What does a crystal of GaAs do when it is held at its measured size and the forces in it are worked out with an approximate density functional? If the functional prefers bonds that are too short, the crystal pulls inward against the fixed cell. If it prefers bonds that are too long, the crystal pushes outward. The leftover pressure is therefore a first guide to the error in the bond length and to its direction.

VASP 6.6.1, plane-wave DFT with PAW potentials, for zinc-blende GaAs at a fixed cubic cell edge of 5.6537 Å, without spin polarisation, spin-orbit coupling or dispersion correction. Wave cutoff 520 eV, 8×8×8 k mesh, Fermi-Dirac smearing of 0.05 eV, PREC = Accurate, LREAL = .FALSE., LASPH = .TRUE. Pressure is positive when the cell is under compression.

```
functional                            potentials  pressure (GPa)
       LDA  VASP PAW LDA potentials, recommended          -1.620
       PBE  VASP PAW PBE potentials, recommended           3.460
    r2SCAN  VASP PAW PBE potentials, recommended           0.610
       MS2  VASP PAW PBE potentials, recommended           0.040
      SCAN  VASP PAW PBE potentials, recommended           0.420
```

A positive pressure means that the crystal wants to expand. LDA, which uses only the local density, gives −1.62 GPa and would shrink the cell. PBE, which adds the gradient of the density, gives 3.46 GPa and would swell it. The sign of the pressure has turned round, and its size is about twice as large. The three meta-GGAs, r2SCAN, MS2 and SCAN, which also use the kinetic-energy density of the orbitals, all lie between these two and close to zero.

A pressure becomes easier to judge as a change of length. Let P be the pressure and B the bulk modulus, the resistance to a change of volume. To relieve P, the volume must change by the fraction P/B, and each of the three equal edges by a third of that:

relative change of edge ≈ P / (3B)

With a rough recalled B of 75 GPa, PBE gives 3.46 / (3 × 75) ≈ 0.015, an expansion of about 1.5 percent. For LDA the same step gives a contraction of about 0.7 percent. The estimate takes the stiffness as constant; since a crystal softens as it expands, the PBE value is probably a little low.

Zero pressure is not quite the right target, however. In the real crystal the atoms vibrate, even at the lowest temperature, and this motion pushes the cell outward. At the measured size, the inward pull of the bonds balances that push. The calculation holds the atoms still, so an exact functional would show the pull alone, by a recalled estimate roughly −0.5 GPa.

This shift changes some verdicts and leaves others standing. PBE remains the worst row: LDA could be equally wrong only if the target were 0.92 GPa, on the wrong side of zero for a crystal whose vibrations push outward. LDA and r2SCAN, by contrast, now miss by about the same amount, 1.1 GPa, in opposite directions. The 0.04 GPa of MS2 looks perfect against zero, but it is about half a GPa too high against the better target.

The opposite signs of LDA and PBE follow from how each treats an uneven density. LDA takes every point in the crystal as if it belonged to a uniform electron gas. It thereby misses some of the exchange energy that electrons gain where the density varies strongly. Pulling the atoms apart makes the density more uneven, so LDA misses more in the stretched crystal than in the compact one. The compact crystal looks too favourable, and the bonds come out too short.

PBE lowers the energy where the density has a steep gradient, which favours the stretched crystal and pushes the cell outward. The cure is right in direction but too strong for this solid. PBE rewards gradients at about the strength that atoms require, whereas the gentler variation of the density over much of a solid calls for a weaker reward. This argument accounts for the direction of the overshoot, though the runs here do not test it separately. The same opposition between LDA and PBE occurs in silicon and germanium.

One fixed strength cannot serve both atoms and solids, because PBE sees only the density and its gradient. Two regions can agree in both and still differ in their bonding. The kinetic-energy density helps to tell them apart: for a given density and gradient, it has one characteristic value where a single orbital dominates, as in a covalent bond, and another where many orbitals overlap, as in a metal. A meta-GGA can therefore reward gradients differently in the two places.

The numbers show a weaker outward push in the meta-GGAs, though not which regions of the crystal cause it. Going from PBE to a meta-GGA lowers the pressure by 2.85 to 3.42 GPa, more than half of the distance back to LDA. These four rows use the same potentials, so no change of potentials enters the drop. The potentials were made for PBE, though, and what they do to the pressure under a meta-GGA is untested. LDA has potentials of its own, so the step from LDA to PBE includes that change as well.

Among themselves the meta-GGAs differ by at most 0.57 GPa. All three lie above any target below zero, so the vibrational shift leaves MS2 the nearest of the three. But no test shows how far the wave cutoff, the k mesh and the PBE potentials affect such small differences, so their order is a poor basis for choosing one of them.

A practical rule follows for judging a functional by the pressure at a measured cell. First allow for the vibrations, which in most crystals move the target below zero. Then read the sign of the difference from that target: positive means that the functional prefers a cell that is too large, negative that it prefers one that is too small. In GaAs, where the cell edge alone sets the bond length, the same sign tells whether the preferred bonds are too long or too short. Rank two functionals only if their order would survive a reasonable error in the target and in the calculation: here the last place of PBE survives clearly, while LDA and r2SCAN cannot be separated.
